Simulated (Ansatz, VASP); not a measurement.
# Cross-check of Pd between VASP and Ansatz, part 2 of 2

One calculation is typed for both programs; each brings its own data sets. How far apart do they land? The cell is taken from a series of runs on this material, whose earlier steps may have relaxed, scaled, displaced or heated it; both programs get it as it stands.

VASP 6.6.1 and Ansatz 0.2.0.

So far: The starting structure; Ansatz: zone-centre phonons, PBEsol.

## (3) VASP: zone-centre phonons, PBEsol

Level of this step: PBEsol; plane waves and PAW (Pd) (VASP).

The same cell, functional, mesh and smearing now go to VASP, with its own data sets.

Lines of VASP's logs that name or quote its potential files are left out, and so is its time.

Contents of INCAR:

```
SYSTEM = Pd
PREC = Accurate
ENCUT = 500
EDIFF = 1E-08
NELM = 120
ISMEAR = 1
SIGMA = 0.2
LREAL = .FALSE.
ALGO = Normal
GGA = PS
NBANDS = 21
LASPH = .TRUE.
LORBIT = 11
LWAVE = .FALSE.
LCHARG = .FALSE.
ISIF = 2
IBRION = 8
GGA_COMPAT = .FALSE.
NELMDL = -8
KPAR = 2
```

Contents of POSCAR:

```
Pd
1.0
    1.8656451159      1.8656451159      0.0000000000
   -1.8656451159      1.8656451159      0.0000000000
    0.0000000000      0.0000000000     31.5800069200
Pd
3
Direct
    0.0000000000      0.0000000000      0.2037319418
    0.5000000000      0.5000000000      0.2674160275
    0.0000000000      0.0000000000      0.3311001132
```

Contents of KPOINTS:

```
Automatic mesh
0
Gamma
16 16 1
0 0 0
```

The projector-augmented-wave data sets are Pd (PBE family, release 64).

On the command line:

```
$ mpirun -np 2 vasp_std
```

Numbers of over 12 decimals in the logs are rounded to 6 here.

What it wrote:

```text
[banner, memory and clock lines left out]
running    2 mpi-ranks, on    1 nodes
 distrk:  each k-point on    1 cores,    2 groups
 distr:  one band on    1 cores,    1 groups

 POSCAR found type information on POSCAR Pd
 POSCAR found :  1 types and       3 ions
|                                                                             |
|               ----> ADVICE to this user running VASP <----                  |
|                                                                             |
|     You enforced a specific xc type in the INCAR file but a different       |
|     [... a line on the potential file left out ...]
|     I HOPE YOU KNOW WHAT YOU ARE DOING!                                     |
|                                                                             |

 LDA part: xc-table for (Slater+PW92), standard interpolation
 POSCAR, INCAR and KPOINTS ok, starting setup
 FFT: planning ... GRIDC
 FFT: planning ... GRID_SOFT
 FFT: planning ... GRID
 WAVECAR not read
 entering main loop
       N       E                     dE             d eps       ncg     rms          rms(c)
DAV:   1     0.192440046863E+03    0.19244E+03   -0.11547E+04  1890   0.108E+03
DAV:   2    -0.834151237261E+01   -0.20078E+03   -0.19154E+03  2679   0.230E+02
DAV:   3    -0.169876790125E+02   -0.86462E+01   -0.81563E+01  2204   0.523E+01
DAV:   4    -0.171454139821E+02   -0.15773E+00   -0.15414E+00  2548   0.718E+00
DAV:   5    -0.171487503242E+02   -0.33363E-02   -0.33254E-02  2408   0.955E-01
DAV:   6    -0.171488998815E+02   -0.14956E-03   -0.14955E-03  2761   0.184E-01
DAV:   7    -0.171489062402E+02   -0.63587E-05   -0.63583E-05  2470   0.297E-02
DAV:   8    -0.171489066339E+02   -0.39375E-06   -0.39374E-06  2436   0.642E-03    0.135E+01
DAV:   9    -0.162787356806E+02    0.87017E+00   -0.25822E+00  2160   0.127E+01    0.618E+00
DAV:  10    -0.163520041290E+02   -0.73268E-01   -0.12533E+00  2110   0.111E+01    0.458E+00
DAV:  11    -0.162299574026E+02    0.12205E+00   -0.12857E+00  2066   0.123E+01    0.190E+00
DAV:  12    -0.161926327210E+02    0.37325E-01   -0.38015E-01  2055   0.594E+00    0.871E-01
DAV:  13    -0.161823952764E+02    0.10237E-01   -0.44658E-02  2148   0.228E+00    0.142E-01
DAV:  14    -0.161821812231E+02    0.21405E-03   -0.20393E-03  2165   0.389E-01    0.528E-02
[...]
DAV:  23    -0.161833726216E+02   -0.67930E-05   -0.15987E-07  1832   0.124E-03    0.323E-04
DAV:  24    -0.161833784828E+02   -0.58612E-05   -0.20553E-07  1803   0.111E-03    0.189E-04
DAV:  25    -0.161833806510E+02   -0.21683E-05   -0.45357E-08  1708   0.551E-04    0.134E-04
DAV:  26    -0.161833815961E+02   -0.94509E-06   -0.99185E-09  1605   0.288E-04    0.743E-05
DAV:  27    -0.161833819825E+02   -0.38634E-06   -0.24106E-09  1475   0.140E-04    0.304E-05
DAV:  28    -0.161833820670E+02   -0.84542E-07   -0.32712E-10  1380   0.730E-05    0.187E-05
DAV:  29    -0.161833821034E+02   -0.36427E-07   -0.27026E-10  1330   0.513E-05    0.788E-06
DAV:  30    -0.161833821107E+02   -0.72273E-08   -0.42006E-11  1205   0.299E-05
   1 F= -.16183382E+02 E0= -.16182531E+02  d E =-.255389E-02
 Linear response reoptimize wavefunctions to high precision
DAV:   1    -0.161833821129E+02   -0.22796E-08    0.44341E-12  1285   0.146E-05
DAV:   2    -0.161833821129E+02    0.47294E-10    0.15401E-11  1380   0.717E-06
 Linear response DOF=           4
 Linear response progress:
  Degree of freedom:   1/  4
       N       E                     dE             d eps       ncg     rms          rms(c)
RMM:   1    -0.241707378955E+00   -0.24171E+00   -0.23161E-01  5043   0.329E+00
RMM:   2    -0.241013381286E+00    0.69400E-03   -0.36019E-03  4649   0.431E-01    0.990E-02
RMM:   3    -0.240738489171E+00    0.27489E-03   -0.12616E-04  4703   0.820E-02    0.560E-02
RMM:   4    -0.240706551721E+00    0.31937E-04   -0.23726E-04  5046   0.878E-02    0.124E-01
RMM:   5    -0.240527869357E+00    0.17868E-03   -0.61197E-05  5063   0.445E-02    0.144E-02
RMM:   6    -0.240493645355E+00    0.34224E-04   -0.29511E-06  4958   0.102E-02    0.869E-03
RMM:   7    -0.240467813161E+00    0.25832E-04   -0.48640E-06  5068   0.134E-02    0.135E-02
RMM:   8    -0.240442103197E+00    0.25710E-04   -0.24258E-06  5053   0.957E-03    0.501E-04
RMM:   9    -0.240439153259E+00    0.29499E-05   -0.33591E-08  5022   0.890E-04    0.448E-04
RMM:  10    -0.240437218828E+00    0.19344E-05    0.40501E-09  5056   0.303E-04    0.107E-04
RMM:  11    -0.240436718981E+00    0.49985E-06    0.43594E-09  5111   0.936E-05    0.233E-05
RMM:  12    -0.240436734791E+00   -0.15811E-07   -0.57741E-09  5142   0.425E-05    0.181E-05
RMM:  13    -0.240436763086E+00   -0.28295E-07   -0.46739E-09  5176   0.259E-05    0.398E-06
RMM:  14    -0.240436752170E+00    0.10916E-07    0.10295E-09  5090   0.196E-05    0.208E-06
RMM:  15    -0.240436745316E+00    0.68540E-08    0.20675E-09  4830   0.179E-05    0.766E-07
 first order change of Fermi-energy   0.21462E-02
 force on displaced ion       1 direction 1 :  -2.079   0.000   0.005
 Linear response progress:
  Degree of freedom:   2/  4
       N       E                     dE             d eps       ncg     rms          rms(c)
RMM:   1    -0.307624460262E+00   -0.30762E+00   -0.24984E-01  3187   0.340E+00
RMM:   2    -0.306317110716E+00    0.13073E-02   -0.44060E-03  2862   0.468E-01    0.229E-01
RMM:   3    -0.312055590230E+00   -0.57385E-02   -0.25599E-03  3118   0.301E-01    0.731E-01
RMM:   4    -0.306462576463E+00    0.55930E-02   -0.16776E-03  3122   0.240E-01    0.124E-01
RMM:   5    -0.307206954864E+00   -0.74438E-03   -0.11606E-03  3031   0.209E-01    0.250E-01
RMM:   6    -0.306841850444E+00    0.36510E-03   -0.62027E-04  3023   0.146E-01    0.221E-02
RMM:   7    -0.306781225554E+00    0.60625E-04   -0.53100E-06  3028   0.145E-02    0.115E-02
RMM:   8    -0.306685857428E+00    0.95368E-04   -0.39489E-06  3060   0.116E-02    0.510E-03
RMM:   9    -0.306685969167E+00   -0.11174E-06   -0.24794E-07  3057   0.300E-03    0.917E-04
RMM:  10    -0.306684209619E+00    0.17595E-05   -0.27248E-08  3135   0.942E-04    0.407E-04
RMM:  11    -0.306685274605E+00   -0.10650E-05   -0.15043E-08  3244   0.510E-04    0.337E-04
RMM:  12    -0.306687412541E+00   -0.21379E-05   -0.14406E-08  3277   0.428E-04    0.117E-04
RMM:  13    -0.306690986127E+00   -0.35736E-05   -0.89502E-09  3392   0.387E-04    0.984E-05
RMM:  14    -0.306691505364E+00   -0.51924E-06   -0.39441E-08  3346   0.184E-04    0.319E-05
RMM:  15    -0.306691473575E+00    0.31789E-07   -0.45065E-08  3399   0.154E-04    0.180E-05
RMM:  16    -0.306691508159E+00   -0.34585E-07   -0.31691E-08  3354   0.794E-05    0.234E-05
RMM:  17    -0.306691484147E+00    0.24012E-07   -0.65211E-09  3389   0.634E-05    0.620E-06
RMM:  18    -0.306691426908E+00    0.57239E-07   -0.10230E-08  3378   0.529E-05    0.323E-06
RMM:  19    -0.306691479988E+00   -0.53079E-07   -0.14315E-08  3161   0.387E-05    0.177E-06
RMM:  20    -0.306691466906E+00    0.13081E-07   -0.11254E-08  2911   0.279E-05    0.854E-07
RMM:  21    -0.306691468055E+00   -0.11486E-08   -0.11108E-08  2886   0.257E-05    0.536E-07
 first order change of Fermi-energy   0.12168E+00
 force on displaced ion       1 direction 3 :  -0.000  -0.000  -5.688
 Linear response progress:
  Degree of freedom:   3/  4
       N       E                     dE             d eps       ncg     rms          rms(c)
RMM:   1    -0.243616010367E+00   -0.24362E+00   -0.24526E-01  5292   0.317E+00
RMM:   2    -0.240858743885E+00    0.27573E-02   -0.34084E-03  4628   0.418E-01    0.122E-01
RMM:   3    -0.240527848670E+00    0.33090E-03   -0.28608E-04  4615   0.996E-02    0.660E-02
RMM:   4    -0.240429340244E+00    0.98508E-04   -0.42058E-04  4828   0.105E-01    0.180E-02
RMM:   5    -0.240390247147E+00    0.39093E-04   -0.17901E-05  4950   0.291E-02    0.221E-02
RMM:   6    -0.240337420564E+00    0.52827E-04   -0.13585E-05  4951   0.212E-02    0.600E-03
RMM:   7    -0.240324670509E+00    0.12750E-04   -0.17584E-06  4883   0.777E-03    0.723E-04
RMM:   8    -0.240314969964E+00    0.97005E-05   -0.91584E-08  4998   0.144E-03    0.392E-04
RMM:   9    -0.240310679912E+00    0.42901E-05    0.15449E-08  4955   0.404E-04    0.103E-04
RMM:  10    -0.240309377078E+00    0.13028E-05   -0.10420E-08  5032   0.146E-04    0.331E-05
RMM:  11    -0.240309484263E+00   -0.10719E-06   -0.61257E-09  5047   0.556E-05    0.862E-06
RMM:  12    -0.240309540208E+00   -0.55945E-07   -0.15930E-09  5156   0.225E-05    0.369E-06
RMM:  13    -0.240309558798E+00   -0.18590E-07    0.60345E-09  5064   0.143E-05    0.154E-06
RMM:  14    -0.240309576164E+00   -0.17366E-07    0.36494E-09  4647   0.115E-05    0.426E-07
RMM:  15    -0.240309579134E+00   -0.29705E-08    0.19525E-09  3237   0.104E-05    0.342E-07
 first order change of Fermi-energy  -0.24801E-02
 force on displaced ion       2 direction 1 :  -4.614   0.000   0.000
 Linear response progress:
  Degree of freedom:   4/  4
       N       E                     dE             d eps       ncg     rms          rms(c)
RMM:   1    -0.305145034763E+00   -0.30515E+00   -0.21722E-01  3451   0.329E+00
RMM:   2    -0.301474160469E+00    0.36709E-02   -0.38781E-03  2900   0.447E-01    0.211E-01
RMM:   3    -0.302034526649E+00   -0.56037E-03   -0.41177E-04  3028   0.133E-01    0.261E-01
RMM:   4    -0.301810054727E+00    0.22447E-03   -0.40957E-04  3108   0.116E-01    0.169E-01
RMM:   5    -0.301841055598E+00   -0.31001E-04   -0.35186E-04  3063   0.117E-01    0.142E-02
RMM:   6    -0.301799235309E+00    0.41820E-04   -0.50239E-06  3036   0.172E-02    0.155E-02
RMM:   7    -0.301727327154E+00    0.71908E-04   -0.35829E-06  3017   0.117E-02    0.590E-03
RMM:   8    -0.301729449856E+00   -0.21227E-05   -0.20499E-07  3061   0.292E-03    0.499E-04
RMM:   9    -0.301728496098E+00    0.95376E-06   -0.15849E-08  3114   0.698E-04    0.445E-04
RMM:  10    -0.301726040698E+00    0.24554E-05   -0.62175E-09  3132   0.372E-04    0.101E-04
RMM:  11    -0.301724294102E+00    0.17466E-05   -0.16816E-08  3092   0.160E-04    0.816E-05
RMM:  12    -0.301724491875E+00   -0.19777E-06   -0.88832E-08  3164   0.871E-05    0.272E-05
RMM:  13    -0.301724519694E+00   -0.27819E-07   -0.64371E-08  3293   0.757E-05    0.164E-05
RMM:  14    -0.301724442476E+00    0.77218E-07   -0.57085E-08  3296   0.499E-05    0.188E-05
RMM:  15    -0.301724519038E+00   -0.76562E-07   -0.16944E-08  3330   0.321E-05    0.535E-06
RMM:  16    -0.301724508601E+00    0.10437E-07   -0.20114E-08  3334   0.297E-05    0.328E-06
RMM:  17    -0.301724487812E+00    0.20788E-07   -0.76308E-09  3133   0.199E-05    0.208E-06
RMM:  18    -0.301724490251E+00   -0.24386E-08   -0.65101E-09  2990   0.184E-05    0.835E-07
 first order change of Fermi-energy  -0.21244E-03
 force on displaced ion       2 direction 3 :  -0.000  -0.000 -10.989
 Linear response finished
```

From OUTCAR (step 3):

```text
ion  position               nearest neighbor table
   1  0.000  0.000  0.204-   2 2.74   2 2.74   2 2.74   2 2.74
   2  0.500  0.500  0.267-   1 2.74   1 2.74   1 2.74   1 2.74   3 2.74   3 2.74   3 2.74   3 2.74

  LATTYP: Found a simple tetragonal cell.
 ALAT       =     2.6384206255
 C/A-ratio  =    11.9692844329

 Subroutine GETGRP returns: Found 16 space group operations
 (whereof  8 operations were pure point group operations)

The static configuration has the point symmetry C_4v.
 The point group associated with its full space group is D_4h.

 Found     45 irreducible k-points:

   k-points           NKPTS =     45   k-points in BZ     NKDIM =     45   number of bands    NBANDS=     21

   dimension x,y,z NGX =    20 NGY =   20 NGZ =  240
   dimension x,y,z NGXF=    40 NGYF=   40 NGZF=  480

   ENCUT  =  500.0 eV  36.75 Ry    6.06 a.u.   4.81  4.81 57.58*2*pi/ulx,y,z

   NELECT =      30.0000    total number of electrons

 k-points in reciprocal lattice and weights: Automatic mesh
   0.00000000  0.00000000  0.00000000       0.004
   0.06250000  0.00000000  0.00000000       0.016
   0.12500000  0.00000000  0.00000000       0.016
   0.18750000  0.00000000  0.00000000       0.016
   0.25000000  0.00000000  0.00000000       0.016
   0.31250000  0.00000000  0.00000000       0.016
   0.37500000  0.00000000  0.00000000       0.016
   0.43750000  0.00000000  0.00000000       0.016
   0.50000000  0.00000000  0.00000000       0.008
[...]
0.50000000  0.43750000  0.00000000       0.016
   0.50000000  0.50000000  0.00000000       0.004

 average (electrostatic) potential at core
       1 -82.0548       2 -82.4642       3 -82.0548

  Total       -0.0906430     -0.0906430     -0.0597203      0.0000000      0.0000000     -0.0000000
  in kB       -0.6606093     -0.6606093     -0.4352434      0.0000000      0.0000000     -0.0000000
  external PRESSURE =      -0.5854873 kB  Pullay stress =       0.0000000 kB

  energy-cutoff  :      500.00
  volume of cell :      219.84
      direct lattice vectors                 reciprocal lattice vectors
     1.865645116  1.865645116  0.000000000     0.268003810  0.268003810  0.000000000
    -1.865645116  1.865645116  0.000000000    -0.268003810  0.268003810  0.000000000
     0.000000000  0.000000000 31.580006920     0.000000000  0.000000000  0.031665604

 POSITION                                       TOTAL-FORCE (eV/Angst)
 -----------------------------------------------------------------------------------
      0.00000      0.00000      6.43386         0.000000     -0.000000      0.010905
      0.00000      1.86565      8.44500        -0.000000     -0.000000      0.000000
      0.00000      0.00000     10.45614         0.000000      0.000000     -0.010905
 -----------------------------------------------------------------------------------
    total drift:                               -0.000000     -0.000000     -0.000044

 Eigenvectors and eigenvalues of the dynamical matrix
 ----------------------------------------------------

   1 f  =    6.152843 THz    38.659451 2PiTHz  205.236739 cm-1    25.446101 meV
             X         Y         Z           dx          dy          dz
      0.000000  0.000000  6.433856    -0.000000    0.000000   -0.408265
      0.000000  1.865645  8.445000     0.000000   -0.000000    0.816480
      0.000000  0.000000 10.456144    -0.000000    0.000000   -0.408265

   2 f  =    3.987196 THz    25.052290 2PiTHz  132.998536 cm-1    16.489709 meV
             X         Y         Z           dx          dy          dz
      0.000000  0.000000  6.433856     0.124051    0.389016    0.000000
      0.000000  1.865645  8.445000    -0.248040   -0.777838    0.000000
      0.000000  0.000000 10.456144     0.124051    0.389016   -0.000000

   3 f  =    3.987196 THz    25.052290 2PiTHz  132.998536 cm-1    16.489709 meV
             X         Y         Z           dx          dy          dz
      0.000000  0.000000  6.433856     0.389016   -0.124051    0.000000
      0.000000  1.865645  8.445000    -0.777838    0.248040    0.000000
      0.000000  0.000000 10.456144     0.389016   -0.124051   -0.000000

   4 f  =    3.675175 THz    23.091809 2PiTHz  122.590659 cm-1    15.199298 meV
             X         Y         Z           dx          dy          dz
      0.000000  0.000000  6.433856     0.000000    0.000000   -0.707107
      0.000000  1.865645  8.445000    -0.000000   -0.000000    0.000000
      0.000000  0.000000 10.456144    -0.000000   -0.000000    0.707107

   5 f  =    2.061557 THz    12.953143 2PiTHz   68.766132 cm-1     8.525910 meV
             X         Y         Z           dx          dy          dz
      0.000000  0.000000  6.433856    -0.199194    0.678470   -0.000000
      0.000000  1.865645  8.445000    -0.000000   -0.000000   -0.000000
      0.000000  0.000000 10.456144     0.199194   -0.678470   -0.000000

   6 f  =    2.061557 THz    12.953143 2PiTHz   68.766132 cm-1     8.525910 meV
             X         Y         Z           dx          dy          dz
      0.000000  0.000000  6.433856    -0.678470   -0.199194    0.000000
      0.000000  1.865645  8.445000     0.000000    0.000000    0.000000
      0.000000  0.000000 10.456144     0.678470    0.199194    0.000000

   7 f/i=    0.000174 THz     0.001092 2PiTHz    0.005799 cm-1     0.000719 meV
             X         Y         Z           dx          dy          dz
      0.000000  0.000000  6.433856     0.000000    0.000000    0.577339
      0.000000  1.865645  8.445000     0.000000    0.000000    0.577373
      0.000000  0.000000 10.456144     0.000000    0.000000    0.577339

   8 f/i=    0.000470 THz     0.002955 2PiTHz    0.015685 cm-1     0.001945 meV
             X         Y         Z           dx          dy          dz
      0.000000  0.000000  6.433856    -0.242965    0.523685   -0.000000
      0.000000  1.865645  8.445000    -0.243026    0.523816   -0.000000
      0.000000  0.000000 10.456144    -0.242965    0.523685   -0.000000

   9 f/i=    0.000470 THz     0.002955 2PiTHz    0.015685 cm-1     0.001945 meV
             X         Y         Z           dx          dy          dz
      0.000000  0.000000  6.433856     0.523685    0.242965   -0.000000
      0.000000  1.865645  8.445000     0.523816    0.243026   -0.000000
      0.000000  0.000000 10.456144     0.523685    0.242965   -0.000000

 ELASTIC MODULI CONTR FROM IONIC RELAXATION (kBar)
 Direction    XX          YY          ZZ          XY          YZ          ZX
 --------------------------------------------------------------------------------
 XX        -154.9033   -154.9033   -230.8999      0.0000     -0.0000      0.0000
 YY        -154.9033   -154.9033   -230.8999      0.0000     -0.0000      0.0000
 ZZ        -230.8999   -230.8999   -344.1810      0.0000     -0.0000      0.0000
 XY           0.0000      0.0000      0.0000      0.0000      0.0000      0.0000
 YZ          -0.0000     -0.0000     -0.0000      0.0000    -86.7838     -0.0000
 ZX           0.0000      0.0000      0.0000      0.0000     -0.0000    -64.6017
 --------------------------------------------------------------------------------
```

## (4) Differences

Known differences besides the potentials themselves: Ansatz cuts the interaction across the vacuum, VASP repeats the sheet without a dipole correction; VASP's run holds the zone centre alone; the data sets hold 54 valence electrons in Ansatz (on its PAW soft_1 files) and 30 in VASP; the cutoff is 420 eV in Ansatz and 500 eV in VASP; Ansatz makes its cores anew for this functional, VASP keeps those of its PBE data sets. Total energies have different zeros and are not compared.

Both answers:

```csv
quantity,Ansatz,VASP,difference
optical mode 1 to 2 (cm⁻¹),69.0,68.8,+0.28 %
optical mode 3 (cm⁻¹),123.2,122.6,+0.49 %
optical mode 4 to 5 (cm⁻¹),133.7,133.0,+0.56 %
optical mode 6 (cm⁻¹),206.4,205.2,+0.59 %
```

Modes are paired by rising frequency, not by their patterns, so a pair may set unlike modes beside each other; they are those without the splitting of longitudinal modes. Where the cell holds vacuum, a pressure given here is an average over it and none of the material.

## (5) What came out

```
r.m.s. difference of the optical zone-centre modes, each program's sorted by frequency (zone-centre phonons, PBEsol) : 0.70 cm⁻¹
difference in optical mode 6 (zone-centre phonons, PBEsol)                                                           : +0.6 %
```

**Reading.** The r.m.s. difference of the optical zone-centre modes, each program's sorted by frequency is 0.70 cm⁻¹ (zone-centre phonons, PBEsol). The data sets hold unlike numbers of valence electrons (54 in Ansatz and 30 in VASP), so part of the differences may come from the potentials. Among the rows given in per cent, the largest difference of the zone-centre phonons, PBEsol pair is in optical mode 6, +0.6 %. How closely two codes agree says nothing of how well the functional describes the real material.

[Lines on the potential files, build, host, timing and source positions are cut from VASP's logs without a mark.]

[Logs are printed without paths, hosts, clocks, repeated set-up lines and the standing remarks that a program may print on its own settings, such as how far it seeks lower states.]

[Hosts, paths, dates, database ids (printed as entryN), source tags and the programs' standing remarks are cut or masked in the printed files.]
